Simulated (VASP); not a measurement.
# How uniaxial stress along [001] changes ZrC (Fm-3m)

How do stress and energy of ZrC follow uniaxial stress along [001]?

Main program and level: VASP 6.6.1; PBEsol; plane waves and PAW (Zr_sv, C); cell typed or built by script, in the first sound run; inputs show where later runs differ.

### 1. Set-up

It takes space group Fm-3m (No. 225, cubic). The conventional cell has a = 4.700 Å, b = 4.700 Å, c = 4.700 Å, α = 90.00°, β = 90.00°, γ = 90.00°. Nearest to Zr lie 6 C at 2.35 Å. C has 6 Zr at 2.35 Å nearest. Farther neighbours are not listed.

### 2. Relax the crystal, PBEsol

The series starts from the cell that this level prefers, so that zero strain is near zero stress.

This step took 2 runs in a row; the last is shown.

Level: PBEsol; plane waves and PAW (Zr_sv, C); cell typed or built by script.

Contents of INCAR:

```
SYSTEM = ZrC
PREC = Accurate
ENCUT = 600
EDIFF = 1E-07
NELM = 120
ISMEAR = 1
SIGMA = 0.15
LREAL = .FALSE.
ALGO = Normal
GGA = PS
NBANDS = 14
LASPH = .TRUE.
LORBIT = 11
LWAVE = .FALSE.
LCHARG = .FALSE.
KPAR = 8
IBRION = 2
NSW = 40
ISIF = 3
EDIFFG = -0.005
POTIM = 0.4
```

Contents of POSCAR:

```
ZrC
1.0
    0.0000000000      2.3355427485      2.3355427485
    2.3355427485      0.0000000000      2.3355427485
    2.3355427485      2.3355427485      0.0000000000
Zr C
1 1
Direct
    0.0000000000      0.0000000000      0.0000000000
    0.5000000000      0.5000000000      0.5000000000
```

Contents of KPOINTS:

```
Automatic mesh
0
Gamma
18 18 18
0 0 0
```

The projector-augmented-wave data sets are Zr_sv and C (PBE family, release 64).

Launch:

```sh
$ mpirun -np 8 vasp_std
```

The log of the run:

```text
[banner, memory and clock lines left out]
running    8 mpi-ranks, on    1 nodes
[...]
|                                                                             |
|           W    W    AA    RRRRR   N    N  II  N    N   GGGG   !!!           |
|           W    W   A  A   R    R  NN   N  II  NN   N  G    G  !!!           |
|           W    W  A    A  R    R  N N  N  II  N N  N  G       !!!           |
|           W WW W  AAAAAA  RRRRR   N  N N  II  N  N N  G  GGG   !            |
|           WW  WW  A    A  R   R   N   NN  II  N   NN  G    G                |
|           W    W  A    A  R    R  N    N  II  N    N   GGGG   !!!           |
|                                                                             |
|     For optimal performance we recommend to set                             |
|       NCORE = 2 up to number-of-cores-per-socket                            |
|     NCORE specifies how many cores store one orbital (NPAR=cpu/NCORE).      |
|     This setting can greatly improve the performance of VASP for DFT.       |
[...]
|     You enforced a specific xc type in the INCAR file but a different       |
|     [... a line on the potential file left out ...]
|     I HOPE YOU KNOW WHAT YOU ARE DOING!                                     |
|                                                                             |

 LDA part: xc-table for (Slater+PW92), standard interpolation
 POSCAR, INCAR and KPOINTS ok, starting setup
[...]
entering main loop
       N       E                     dE             d eps       ncg     rms          rms(c)
DAV:   1     0.115064087494E+03    0.11506E+03   -0.95762E+03  5460   0.129E+03
DAV:   2    -0.183220030657E+02   -0.13339E+03   -0.12459E+03  6774   0.318E+02
DAV:   3    -0.236319696987E+02   -0.53100E+01   -0.52558E+01  7924   0.565E+01
DAV:   4    -0.237806437026E+02   -0.14867E+00   -0.14861E+00  6756   0.832E+00
[...]
DAV:  12    -0.205737011830E+02    0.33309E-05   -0.16614E-05  7296   0.294E-02    0.107E-02
DAV:  13    -0.205737007234E+02    0.45960E-06   -0.11525E-06  6642   0.779E-03    0.438E-03
DAV:  14    -0.205737006596E+02    0.63773E-07   -0.63516E-08  3828   0.184E-03
   1 F= -.20573701E+02 E0= -.20573610E+02  d E =-.205737E+02
[...]
reached required accuracy - stopping structural energy minimisation
```

The job ended after 22 s (8 MPI ranks of Intel Xeon Platinum 8259CL at 2.50GHz (Skylake/Cascade Lake), shared host; peak memory 1.8 GiB; 2.5 min of CPU time).

Lines that name or quote the potential files are left out of all logs, and their timing lines are given in words.

Parts of OUTCAR (step 2):

```text
  Total       -0.0018072     -0.0018072     -0.0018072      0.0000000      0.0000000     -0.0000000
  in kB       -0.1136367     -0.1136367     -0.1136367      0.0000000      0.0000000     -0.0000000
  external PRESSURE =      -0.1136367 kB  Pullay stress =       0.0000000 kB

 POSITION                                       TOTAL-FORCE (eV/Angst)
 -----------------------------------------------------------------------------------
      0.00000      0.00000      0.00000        -0.000000      0.000000     -0.000000
      2.33554      2.33554      2.33554         0.000000     -0.000000      0.000000
 -----------------------------------------------------------------------------------
    total drift:                                0.000000      0.000000      0.000000

  FREE ENERGIE OF THE ION-ELECTRON SYSTEM (eV)
  ---------------------------------------------------
  free  energy   TOTEN  =       -20.5737006596 eV

  energy  without entropy=      -20.5734298950  energy(sigma->0) =      -20.57361040

 reached required accuracy - stopping structural energy minimisation

[... 3 further parts left out ...]
[key lines of the parts left out:]
E-fermi :   9.7174
```

Numbers from this step:

| Property | Result |
| --- | --- |
| energy(sigma→0) of the program | -20.5736 eV |
| stress, compression positive | xx, yy, zz -0.01, -0.01, -0.01 GPa |
| volume | 25.480 Å³ |
| ionic steps | 1 |

### 3. Strain across the axis, PBEsol

One member in full: the axis is strained by -0.5 %, and the two directions across it are strained alike until their mean stress is under 0.012 GPa or five steps are spent.

This step took 3 runs, each at a new trial strain with the atoms of the one before; the last is shown.

Level: PBEsol; plane waves and PAW (Zr_sv, C); cell typed or built by script.

Changes to INCAR since step 2:

```diff
@@ -15,7 +15,7 @@
 LCHARG = .FALSE.
-KPAR = 8
-IBRION = 2
-NSW = 40
-ISIF = 3
-EDIFFG = -0.005
-POTIM = 0.4
+KPAR = 2
+IBRION = 1
+NSW = 25
+ISIF = 2
+EDIFFG = -0.004
+POTIM = 0.3
```

Contents of POSCAR:

```
ZrC
1.0
    0.0000000000      2.3376017540      2.3238650350
    2.3376017540      0.0000000000      2.3238650350
    2.3376017540      2.3376017540      0.0000000000
Zr C
1 1
Direct
    0.0000000000      0.0000000000      0.0000000000
    0.5000000000      0.5000000000      0.5000000000
```

KPOINTS is that of step 2.

Launch:

```sh
$ mpirun -np 2 vasp_std
```

The log of the run:

```text
[banner, memory and clock lines left out]
running    2 mpi-ranks, on    1 nodes
[...]
[... a notice as in an earlier step ...]

 LDA part: xc-table for (Slater+PW92), standard interpolation
 POSCAR, INCAR and KPOINTS ok, starting setup
[...]
entering main loop
       N       E                     dE             d eps       ncg     rms          rms(c)
DAV:   1     0.115625470548E+03    0.11563E+03   -0.95432E+03 13448   0.129E+03
DAV:   2    -0.182976941128E+02   -0.13392E+03   -0.12455E+03 16840   0.318E+02
DAV:   3    -0.236315095614E+02   -0.53338E+01   -0.52766E+01 19358   0.566E+01
DAV:   4    -0.237754207139E+02   -0.14391E+00   -0.14385E+00 17094   0.835E+00
[...]
DAV:  12    -0.205727087007E+02    0.32608E-05   -0.16969E-05 17928   0.298E-02    0.101E-02
DAV:  13    -0.205727082646E+02    0.43606E-06   -0.10693E-06 16566   0.760E-03    0.430E-03
DAV:  14    -0.205727082018E+02    0.62834E-07   -0.60168E-08  9480   0.181E-03
   1 F= -.20572708E+02 E0= -.20572622E+02  d E =-.205727E+02
 BRION: g(F)=  0.721E-60 g(S)=  0.000E+00
 reached required accuracy - stopping structural energy minimisation
```

It took 1.7 min on 2 MPI ranks; peak memory 0.66 GiB.

From OUTCAR (step 3):

```text
  Total       -0.0002348     -0.0002348      0.3686970      0.0000000     -0.0000000      0.0000000
  in kB       -0.0148145     -0.0148145     23.2593880      0.0000000     -0.0000000      0.0000000
  external PRESSURE =       7.7432530 kB  Pullay stress =       0.0000000 kB

 POSITION                                       TOTAL-FORCE (eV/Angst)
 -----------------------------------------------------------------------------------
      0.00000      0.00000      0.00000        -0.000000      0.000000      0.000000
      2.33760      2.33760      2.32387         0.000000     -0.000000      0.000000
 -----------------------------------------------------------------------------------
    total drift:                                0.000000      0.000000      0.000000

  FREE ENERGIE OF THE ION-ELECTRON SYSTEM (eV)
  ---------------------------------------------------
  free  energy   TOTEN  =       -20.5727082018 eV

  energy  without entropy=      -20.5724496096  energy(sigma->0) =      -20.57262200

[... 1 part as in an earlier step ...]

[... 3 further parts left out ...]
[key lines of the parts left out:]
E-fermi :   9.7556
```

Read from the output:

- energy(sigma→0) of the program: -20.5726 eV
- stress, compression positive: xx, yy, zz 0.00, 0.00, 2.33 GPa
- ionic steps: 1

### 4. The whole series

The other members went through these steps as far as the tables show, with the same cutoff and, step by step, the same mesh; 29 runs are not shown. The session took 1.9 core hours (wall time by ranks) on a shared machine.

| strain along the axis (%) | strain across the axis (%) | stress along the axis, tension positive (GPa) | energy above the unstrained row, extrapolated to no smearing (meV/atom) |
| --- | --- | --- | --- |
| -2.000 | 0.366 | -10.069 | 7.902 |
| -1.500 | 0.272 | -7.358 | 4.390 |
| -1.000 | 0.180 | -4.777 | 1.940 |
| -0.500 | 0.088 | -2.326 | 0.494 |
| 0 | 0.000 | 0.011 | 0.000 |
| 0.500 | -0.090 | ? | ? |
| 1.000 | -0.175 | 4.347 | 1.673 |
| 1.500 | -0.260 | 6.360 | 3.749 |
| 2.000 | -0.342 | 8.277 | 6.600 |

### 5. A fit to the known rows

Fitting a parabola to the 8 known rows (e: strain in %) gives stress = − 0.2278 e² + 4.579 e + 0.01414 in GPa; the residuals are 0.012 GPa r.m.s.

For the withheld row, e = 0.5, the fit gives 2.246 GPa.

### 6. Prediction against calculation

The calculation gives 2.229 GPa, so the prediction is 0.017 GPa too high, within twice the residual of the fit.

Slopes at zero strain, from cubics through all rows: strain ratio -0.178, stress over strain 455 GPa.

### 7. Summary of results

```json
{"error of the predicted stress": "0.017 GPa", "Poisson ratio": "0.178", "Young's modulus along the axis": "455 GPa"}
```

What this shows: As a check, the curvature of the energy gives 454 GPa for the same modulus (energy per volume = E/2 × strain²), 0 % from the slope of the stress. These are static values: temperature and zero-point motion are left out. In a metal the slopes also depend on mesh and smearing, which were held through the series.

[Lines on the potential files, build, host, timing and source positions are cut from VASP's logs without a mark.]

[Logs are printed without paths, hosts, clocks, repeated set-up lines and the standing remarks that a program may print on its own settings, such as how far it seeks lower states.]

[Hosts, paths, dates, database ids (printed as entryN), source tags and the programs' standing remarks are cut or masked in the printed files.]

[In band tables of VASP the shares of atoms and orbitals are scaled to a sum of 1 inside the atoms' spheres.]
